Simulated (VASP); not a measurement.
Output of a VASP run:

### OUTCAR
```
 ion  position               nearest neighbor table
   1  0.000  0.000  0.000-   3 1.88   6 1.88   5 1.89   4 1.89   4 1.89   5 1.89
   2  0.500  0.500  0.500-   4 1.88   5 1.88   3 1.89   6 1.89   3 1.89   6 1.89
   3  0.303  0.303  0.000-   1 1.88   2 1.89   2 1.89
   4  0.803  0.197  0.500-   2 1.88   1 1.89   1 1.89
   5  0.197  0.803  0.500-   2 1.88   1 1.89   1 1.89
   6  0.697  0.697  0.000-   1 1.88   2 1.89   2 1.89
  LATTYP: Found a simple tetragonal cell.
 ALAT       =     4.3922610793
 C/A-ratio  =     0.6587677930
 Subroutine PRICEL returns:
 Original cell was already a primitive cell.
 Subroutine GETGRP returns: Found 16 space group operations
The static configuration has the point symmetry D_2h.
 The point group associated with its full space group is D_4h.
The dynamic configuration has the point symmetry D_2h.
The overall configuration has the point symmetry D_2h.
 Subroutine INISYM returns: Found 16 space group operations
 Subroutine IBZKPT returns following result:
 Found     60 irreducible k-points:

 Following reciprocal coordinates:
            Coordinates               Weight
  0.000000  0.000000  0.000000      1.000000
  0.166667  0.000000  0.000000      4.000000
  0.333333  0.000000  0.000000      4.000000
  0.500000  0.000000  0.000000      2.000000
  0.166667  0.166667  0.000000      4.000000
  0.333333  0.166667  0.000000      8.000000
  0.500000  0.166667  0.000000      4.000000
  0.333333  0.333333  0.000000      4.000000
  0.500000  0.333333  0.000000      4.000000
  0.500000  0.500000  0.000000      1.000000
  0.000000  0.000000  0.100000      2.000000
  0.166667  0.000000  0.100000      8.000000
  0.333333  0.000000  0.100000      8.000000
  0.500000  0.000000  0.100000      4.000000
  0.166667  0.166667  0.100000      8.000000
  0.333333  0.166667  0.100000     16.000000
  0.500000  0.166667  0.100000      8.000000
  0.333333  0.333333  0.100000      8.000000
  0.500000  0.333333  0.100000      8.000000
  0.500000  0.500000  0.100000      2.000000
  0.000000  0.000000  0.200000      2.000000
  0.166667  0.000000  0.200000      8.000000
  0.333333  0.000000  0.200000      8.000000
  0.500000  0.000000  0.200000      4.000000
  0.166667  0.166667  0.200000      8.000000
  0.333333  0.166667  0.200000     16.000000
  0.500000  0.166667  0.200000      8.000000
  0.333333  0.333333  0.200000      8.000000
  0.500000  0.333333  0.200000      8.000000
  0.500000  0.500000  0.200000      2.000000
  0.000000  0.000000  0.300000      2.000000
  0.166667  0.000000  0.300000      8.000000
  0.333333  0.000000  0.300000      8.000000
  0.500000  0.000000  0.300000      4.000000
  0.166667  0.166667  0.300000      8.000000
  0.333333  0.166667  0.300000     16.000000
  0.500000  0.166667  0.300000      8.000000
  0.333333  0.333333  0.300000      8.000000
  0.500000  0.333333  0.300000      8.000000
  0.500000  0.500000  0.300000      2.000000
   k-points           NKPTS =     60   k-points in BZ     NKDIM =     60   number of bands    NBANDS=     31
   number of dos      NEDOS =    301   number of ions     NIONS =      6
   total plane-waves  NPLWV =  31104
   dimension x,y,z NGX =    36 NGY =   36 NGZ =   24
   dimension x,y,z NGXF=    72 NGYF=   72 NGZF=   48
   ions per type =               2   4
   PREC   = accura    normal or accurate (medium, high low for compatibility)
   ISTART =      0    job   : 0-new  1-cont  2-samecut
   ICHARG =      2    charge: 1-file 2-atom 10-const
   ISPIN  =      2    spin polarized calculation?
   LNONCOLLINEAR =      F non collinear calculations
   LSORBIT =      F    spin-orbit coupling
   INIWAV =      1    electr: 0-lowe 1-rand  2-diag
   ENCUT  =  520.0 eV  38.22 Ry    6.18 a.u.   8.17  8.17  5.38*2*pi/ulx,y,z
   NELM   =    100;   NELMIN=  2; NELMDL= -5     # of ELM steps
   EDIFF  = 0.1E-05   stopping-criterion for ELM
   LREAL  =      F    real-space projection
...
```

**OSZICAR**
```
       N       E                     dE             d eps       ncg     rms          rms(c)
DAV:   1     0.605249295974E+03    0.60525E+03   -0.26472E+04  7440   0.173E+03
DAV:   2    -0.557784377818E+01   -0.61083E+03   -0.56827E+03  8195   0.516E+02
DAV:   3    -0.666661355757E+02   -0.61088E+02   -0.59527E+02  8322   0.167E+02
DAV:   4    -0.680859698854E+02   -0.14198E+01   -0.13966E+01  8962   0.254E+01
DAV:   5    -0.681182572874E+02   -0.32287E-01   -0.32281E-01  9150   0.369E+00    0.434E+01
DAV:   6    -0.599280969389E+02    0.81902E+01   -0.11901E+02  8460   0.983E+01    0.350E+01
DAV:   7    -0.553620571230E+02    0.45660E+01   -0.77516E+01  8779   0.951E+01    0.193E+01
DAV:   8    -0.533889388356E+02    0.19731E+01   -0.59140E+00  8202   0.228E+01    0.709E+00
DAV:   9    -0.530323205988E+02    0.35662E+00   -0.14150E+00  9572   0.116E+01    0.219E+00
DAV:  10    -0.530439996796E+02   -0.11679E-01   -0.17383E-01  8296   0.364E+00    0.136E+00
DAV:  11    -0.530444687662E+02   -0.46909E-03   -0.21155E-02  9826   0.144E+00    0.601E-01
DAV:  12    -0.530424948877E+02    0.19739E-02   -0.63703E-03  9979   0.841E-01    0.216E-01
DAV:  13    -0.530424681353E+02    0.26752E-04   -0.81294E-04  9096   0.297E-01    0.898E-02
DAV:  14    -0.530424216195E+02    0.46516E-04   -0.18568E-04  9057   0.920E-02    0.453E-02
DAV:  15    -0.530424248212E+02   -0.32016E-05   -0.25047E-05  9042   0.370E-02    0.196E-02
DAV:  16    -0.530424233181E+02    0.15031E-05   -0.35069E-06  7094   0.197E-02    0.732E-03
DAV:  17    -0.530424229029E+02    0.41519E-06   -0.20331E-06  5555   0.134E-02
   1 F= -.53042423E+02 E0= -.53042866E+02  d E =-.530424E+02  mag=     4.0000
```

OUTCAR:
```
------------------------ aborting loop because EDIFF is reached ----------------------------------------
  FORCE on cell =-STRESS in cart. coord.  units (eV):
  Direction    XX          YY          ZZ          XY          YZ          ZX
  --------------------------------------------------------------------------------------
  Total        0.0160039      0.0160039     -0.0758854     -0.0000000      0.0000000      0.0000000
  in kB        0.4593456      0.4593456     -2.1780706     -0.0000000      0.0000000      0.0000000
  external PRESSURE =      -0.4197931 kB  Pullay stress =       0.0000000 kB
  volume of cell :       55.82
      direct lattice vectors                 reciprocal lattice vectors
     4.392261079  0.000000000  0.000000000     0.227673169  0.000000000  0.000000000
     0.000000000  4.392261079  0.000000000     0.000000000  0.227673169  0.000000000
     0.000000000  0.000000000  2.893480138     0.000000000  0.000000000  0.345604584
 POSITION                                       TOTAL-FORCE (eV/Angst)
 -----------------------------------------------------------------------------------
      0.00000      0.00000      0.00000         0.000000      0.000000     -0.000000
      2.19613      2.19613      1.44674         0.000000      0.000000     -0.000000
      1.33274      1.33274      0.00000        -0.009724     -0.009724     -0.000000
      3.52887      0.86339      1.44674        -0.009724      0.009724     -0.000000
      0.86339      3.52887      1.44674         0.009724     -0.009724     -0.000000
      3.05952      3.05952      0.00000         0.009724      0.009724      0.000000
 -----------------------------------------------------------------------------------
    total drift:                                0.000000      0.000000      0.000000
  FREE ENERGIE OF THE ION-ELECTRON SYSTEM (eV)
  ---------------------------------------------------
  free  energy   TOTEN  =       -53.0424229029 eV

  energy  without entropy=      -53.0437533267  energy(sigma->0) =      -53.04286638

 total charge

# of ion       s       p       d       tot
------------------------------------------
    1        0.371   6.495   4.074  10.940
    2        0.371   6.495   4.074  10.940
    3        1.567   3.457   0.000   5.024
    4        1.567   3.457   0.000   5.024
    5        1.567   3.457   0.000   5.024
    6        1.567   3.457   0.000   5.024
--------------------------------------------------
tot          7.010  26.816   8.149  41.975

 magnetization (x)

# of ion       s       p       d       tot
------------------------------------------
    1        0.021   0.033   2.013   2.066
    2        0.021   0.033   2.013   2.066
    3       -0.003  -0.061   0.000  -0.063
    4       -0.003  -0.061   0.000  -0.063
    5       -0.003  -0.061   0.000  -0.063
    6       -0.003  -0.061   0.000  -0.063
--------------------------------------------------
tot          0.030  -0.177   4.026   3.878

 reached required accuracy - stopping structural energy minimisation
```
(Selected blocks of OUTCAR.)

**POSCAR**
```
CrO2
1
    4.3922610793     0.0000000000     0.0000000000
    0.0000000000     4.3922610793     0.0000000000
    0.0000000000     0.0000000000     2.8934801377
Cr O
2 4
Direct
  0.0000000000   0.0000000000   0.0000000000
  0.5000000000   0.5000000000   0.5000000000
  0.3034300090   0.3034300090   0.0000000000
  0.8034300090   0.1965699910   0.5000000000
  0.1965699910   0.8034300090   0.5000000000
  0.6965699910   0.6965699910   0.0000000000
```

Task: Reconstruct the remaining input files.

Result: One answer among several that fit: the input of the run itself, PBEsol GGA, plane waves, VASP's PBE PAW potentials (set 64).

KPOINTS:
```
Regular mesh
0
Gamma
 6 6 10
0 0 0
```

INCAR:
```
SYSTEM=CrO2
PREC=Accurate; ENCUT=520; LREAL=.False.
LASPH=.True.
EDIFF=1E-6; NELM=100; ALGO=Normal
LMAXMIX=4
ISMEAR=1; SIGMA=0.1
GGA=PS
MAGMOM=2*2.5 4*0.0
ISPIN=2
IBRION=2; NSW=60; ISIF=3
EDIFFG=-0.02
LWAVE=.False.; LCHARG=.False.; LORBIT=10
```

POTCAR, in this order: Cr_pv O (PBE.64 set). Program: vasp_std.

The moments were started parallel, and other spin orders were not tried in this run.

The compound is CrO2 in the rutile structure. It was relaxed first. The start is the result of an earlier pass.
